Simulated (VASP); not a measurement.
Level of theory: vdW-DF-cx, VASP's PBE PAW potentials (set 64) (plane waves; VASP 6.6.1).

A VASP calculation is set up with these files.

POSCAR:
```
KMgF3
3.921550
  1.0000000878   0.0000000000   0.0000000000
  0.0000000000   1.0000000878   0.0000000000
  0.0000000000   0.0000000000   1.0000000878
K Mg F
1 1 3
Cartesian
  0.0000000000   0.0000000000   0.0000000000
  0.5000000439   0.5000000439   0.5000000439
  0.5000000439   0.0000000000   0.5000000439
  0.0000000000   0.5000000439   0.5000000439
  0.5000000439   0.5000000439   0.0000000000
```

**INCAR**
```
ALGO = Normal   # blocked Davidson
LASPH = .TRUE.   # aspherical one-centre terms
LCHARG = .FALSE.
ISMEAR = 0   # Gaussian
LWAVE = .FALSE.
ENCUT = 520   # plane-wave cut-off (eV)
SYSTEM = KMgF3
NELM = 100
GGA = CX
ISIF = 2
SIGMA = 0.05
EDIFF = 1E-7   # SCF stop (eV)
AGGAC = 0.0
LUSE_VDW = .TRUE.
PREC = Accurate
LREAL = .FALSE.   # projection in real space or not
```

KPOINTS:
```
Regular mesh
0
G
 6 6 6
0 0 0
```

POTCAR, in this order: K_sv Mg F (PBE.64 set). Program: vasp_std.

Output

File OUTCAR:
```
 ion  position               nearest neighbor table
   1  0.000  0.000  0.000-   3 2.77   4 2.77   5 2.77   3 2.77   4 2.77   4 2.77   5 2.77   4 2.77
                             3 2.77   5 2.77   3 2.77   5 2.77   2 3.40   2 3.40   2 3.40   2 3.40
   2  0.500  0.500  0.500-   3 1.96   4 1.96   5 1.96   5 1.96   3 1.96   4 1.96   1 3.40   1 3.40
                             1 3.40   1 3.40   1 3.40   1 3.40   1 3.40   1 3.40
   3  0.500  0.000  0.500-   2 1.96   2 1.96   1 2.77   1 2.77   1 2.77   1 2.77
   4  0.000  0.500  0.500-   2 1.96   2 1.96   1 2.77   1 2.77   1 2.77   1 2.77
   5  0.500  0.500  0.000-   2 1.96   2 1.96   1 2.77   1 2.77   1 2.77   1 2.77
  LATTYP: Found a simple cubic cell.
 ALAT       =     3.9215503442
 Subroutine PRICEL returns:
 Original cell was already a primitive cell.
 Subroutine GETGRP returns: Found 48 space group operations
The static configuration has the point symmetry O_h .
The dynamic configuration has the point symmetry O_h .
 Subroutine INISYM returns: Found 48 space group operations
 Subroutine IBZKPT returns following result:
 Found     20 irreducible k-points:

 Following reciprocal coordinates:
            Coordinates               Weight
  0.000000  0.000000  0.000000      1.000000
  0.166667  0.000000  0.000000      6.000000
  0.333333  0.000000  0.000000      6.000000
  0.500000  0.000000  0.000000      3.000000
  0.166667  0.166667  0.000000     12.000000
  0.333333  0.166667  0.000000     24.000000
  0.500000  0.166667  0.000000     12.000000
  0.333333  0.333333  0.000000     12.000000
  0.500000  0.333333  0.000000     12.000000
  0.500000  0.500000  0.000000      3.000000
  0.166667  0.166667  0.166667      8.000000
  0.333333  0.166667  0.166667     24.000000
  0.500000  0.166667  0.166667     12.000000
  0.333333  0.333333  0.166667     24.000000
  0.500000  0.333333  0.166667     24.000000
  0.500000  0.500000  0.166667      6.000000
  0.333333  0.333333  0.333333      8.000000
  0.500000  0.333333  0.333333     12.000000
  0.500000  0.500000  0.333333      6.000000
  0.500000  0.500000  0.500000      1.000000
   k-points           NKPTS =     20   k-points in BZ     NKDIM =     20   number of bands    NBANDS=     20
   number of dos      NEDOS =    301   number of ions     NIONS =      5
   total plane-waves  NPLWV =  27000
   dimension x,y,z NGX =    30 NGY =   30 NGZ =   30
   dimension x,y,z NGXF=    60 NGYF=   60 NGZF=   60
   ions per type =               1   1   3
   PREC   = accura    normal or accurate (medium, high low for compatibility)
   ISTART =      0    job   : 0-new  1-cont  2-samecut
   ICHARG =      2    charge: 1-file 2-atom 10-const
   ISPIN  =      1    spin polarized calculation?
   LNONCOLLINEAR =      F non collinear calculations
   LSORBIT =      F    spin-orbit coupling
   INIWAV =      1    electr: 0-lowe 1-rand  2-diag
   ENCUT  =  520.0 eV  38.22 Ry    6.18 a.u.   7.29  7.29  7.29*2*pi/ulx,y,z
   NELM   =    100;   NELMIN=  2; NELMDL= -5     # of ELM steps
   EDIFF  = 0.1E-06   stopping-criterion for ELM
   LREAL  =      F    real-space projection
   NLSPLINE    = F    spline interpolate recip. space projectors
   LMAXMIX     =    2 max onsite mixed and CHGCAR
   VOSKOWN=      0    Vosko Wilk Nusair interpolation
   EDIFFG = 0.1E-05   stopping-criterion for IOM
   NSW    =      0    number of steps for IOM
   NBLOCK =      1;   KBLOCK =      1    inner block; outer block
   IBRION =     -1    ionic relax: 0-MD 1-quasi-New 2-CG
   NFREE  =      0    steps in history (QN), initial steepest desc. (CG)
   ISIF   =      2    stress and relaxation
   ISYM   =      2    0-nonsym 1-usesym 2-fastsym
   TEIN   =    0.0    initial temperature
   TEBEG  =    0.0;   TEEND  =   0.0 temperature during run
   SMASS  =  -3.00    Nose mass-parameter (am)
   PSTRESS=    0.0 pullay stress
   NELECT =      32.0000    total number of electrons
   EFERMI =   0.00;   METHOD = LEGACY
   ISMEAR =     0;   SIGMA  =   0.05  broadening in eV -4-tet -1-fermi 0-gaus
...
```

**OSZICAR**
```
       N       E                     dE             d eps       ncg     rms          rms(c)
DAV:   1     0.250737542939E+03    0.25074E+03   -0.18031E+04   800   0.158E+03
DAV:   2    -0.696782379307E+01   -0.25771E+03   -0.25104E+03  1036   0.389E+02
DAV:   3    -0.169048571042E+02   -0.99370E+01   -0.99147E+01   956   0.761E+01
DAV:   4    -0.172606958114E+02   -0.35584E+00   -0.35533E+00  1416   0.116E+01
DAV:   5    -0.172620060226E+02   -0.13102E-02   -0.13102E-02   948   0.763E-01    0.868E+00
DAV:   6    -0.152611407083E+02    0.20009E+01   -0.84256E+00   884   0.225E+01    0.405E+00
DAV:   7    -0.152620099344E+02   -0.86923E-03   -0.26515E-01  1056   0.354E+00    0.259E+00
DAV:   8    -0.152744392432E+02   -0.12429E-01   -0.81283E-02   928   0.302E+00    0.308E-01
DAV:   9    -0.152747035058E+02   -0.26426E-03   -0.17375E-02  1020   0.993E-01    0.142E-01
DAV:  10    -0.152751223121E+02   -0.41881E-03   -0.13926E-03  1032   0.311E-01    0.914E-02
DAV:  11    -0.152752442082E+02   -0.12190E-03   -0.55574E-04   952   0.188E-01    0.602E-02
DAV:  12    -0.152751881772E+02    0.56031E-04   -0.28602E-04   920   0.121E-01    0.305E-03
DAV:  13    -0.152751889546E+02   -0.77736E-06   -0.33434E-06   992   0.149E-02    0.197E-03
DAV:  14    -0.152751889154E+02    0.39141E-07   -0.55595E-07   912   0.567E-03
   1 F= -.15275189E+02 E0= -.15275189E+02  d E =-.511549E-13
```

OUTCAR:
```
------------------------ aborting loop because EDIFF is reached ----------------------------------------
  FORCE on cell =-STRESS in cart. coord.  units (eV):
  Direction    XX          YY          ZZ          XY          YZ          ZX
  --------------------------------------------------------------------------------------
  Total        1.9497307      1.9497307      1.9497307      0.0000000      0.0000000     -0.0000000
  in kB       51.7978623     51.7978623     51.7978623      0.0000000      0.0000000     -0.0000000
  external PRESSURE =      51.7978623 kB  Pullay stress =       0.0000000 kB
  volume of cell :       60.31
      direct lattice vectors                 reciprocal lattice vectors
     3.921550344  0.000000000  0.000000000     0.255001189  0.000000000  0.000000000
     0.000000000  3.921550344  0.000000000     0.000000000  0.255001189  0.000000000
     0.000000000  0.000000000  3.921550344     0.000000000  0.000000000  0.255001189
 POSITION                                       TOTAL-FORCE (eV/Angst)
 -----------------------------------------------------------------------------------
      0.00000      0.00000      0.00000         0.000000      0.000000      0.000000
      1.96078      1.96078      1.96078         0.000000      0.000000      0.000000
      1.96078      0.00000      1.96078         0.000000      0.000000      0.000000
      0.00000      1.96078      1.96078         0.000000      0.000000      0.000000
      1.96078      1.96078      0.00000         0.000000      0.000000      0.000000
 -----------------------------------------------------------------------------------
    total drift:                                0.000000      0.000000     -0.000000
  FREE ENERGIE OF THE ION-ELECTRON SYSTEM (eV)
  ---------------------------------------------------
  free  energy   TOTEN  =       -15.2751889154 eV

  energy  without entropy=      -15.2751889154  energy(sigma->0) =      -15.27518892
```
(Selected blocks of OUTCAR.)

File OUTCAR:
```
 val. band max:       -1.4382773721   @ k =   0.5000   0.5000   0.5000

 cond. band min:       6.3651314273   @ k =   0.0000   0.0000   0.0000


 Fermi energy:        -1.1969892061

 k-point     1 :       0.0000    0.0000    0.0000
  band No.  band energies     occupation
      1     -26.8498      2.00000
      2     -21.5562      2.00000
      3     -20.8268      2.00000
      4     -20.8268      2.00000
      5     -10.4256      2.00000
      6     -10.4256      2.00000
      7     -10.4256      2.00000
      8      -3.9554      2.00000
      9      -3.9554      2.00000
     10      -3.9554      2.00000
     11      -2.1154      2.00000
     12      -2.1154      2.00000
     13      -2.1154      2.00000
     14      -1.7572      2.00000
     15      -1.7572      2.00000
     16      -1.7572      2.00000
     17       6.3651      0.00000
     18       8.7652      0.00000
     19       8.7652      0.00000
     20      10.9547      0.00000

 k-point     2 :       0.1667    0.0000    0.0000
  band No.  band energies     occupation
      1     -26.8402      2.00000
      2     -21.5244      2.00000
      3     -20.8689      2.00000
      4     -20.8245      2.00000
      5     -10.4161      2.00000
      6     -10.4081      2.00000
      7     -10.4081      2.00000
      8      -3.9318      2.00000
      9      -3.9257      2.00000
     10      -3.9257      2.00000
     11      -2.1855      2.00000
     12      -2.1760      2.00000
     13      -2.1760      2.00000
     14      -2.0298      2.00000
     15      -1.8167      2.00000
     16      -1.8167      2.00000
     17       6.8592      0.00000
     18       9.0257      0.00000
     19       9.0867      0.00000
     20      11.1103      0.00000

 k-point     3 :       0.3333    0.0000    0.0000
  band No.  band energies     occupation
      1     -26.8207      2.00000
      2     -21.4487      2.00000
      3     -20.9671      2.00000
      4     -20.8190      2.00000
      5     -10.3975      2.00000
...
```

The compound is KMgF3 in the cubic perovskite structure. This cell is one point of a volume scan, at 0.94 of the reference volume.
